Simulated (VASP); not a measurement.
```
CELL_PARAMETERS angstrom
      0.00000     3.17613     3.17613
      3.17613     0.00000     3.17613
      3.17613     3.17613     0.00000
ATOMIC_POSITIONS crystal
  K  0.00000 0.00000 0.00000
  Cl 0.50000 0.50000 0.50000
```

Calculation: AM05 GGA, VASP's PBE PAW potentials (set 64) (plane waves; VASP). Settings: 520 eV cut-off, Gaussian smearing of 0.050 eV, potentials K_sv Cl.

Give the energies of bands 6 to 11 at the high-symmetry points, in eV from the valence-band maximum.

```
band     Γ      X      U      L      W
----  ----  -----  -----  -----  -----
6     0.00  -0.63  -0.54  -1.00  -0.46
7     0.00  -0.22  -0.53  -0.31  -0.46
8     0.00  -0.22  -0.28  -0.31  -0.46
9     5.15   6.59   7.30   7.57   8.04
10    8.37   8.24   9.04   8.54   8.04
11    8.37   9.99   9.18  10.43   9.35
```

The gap is direct, 5.15 eV, from the valence maximum at Γ to the conduction minimum at Γ.

Measured: gap 8.50 eV (computed value off by -3.35 eV), as given by David Koller et al., Journal of Physics Condensed Matter (2013), arXiv:1304.4470.

The compound is KCl in the rock salt structure. It was relaxed first.
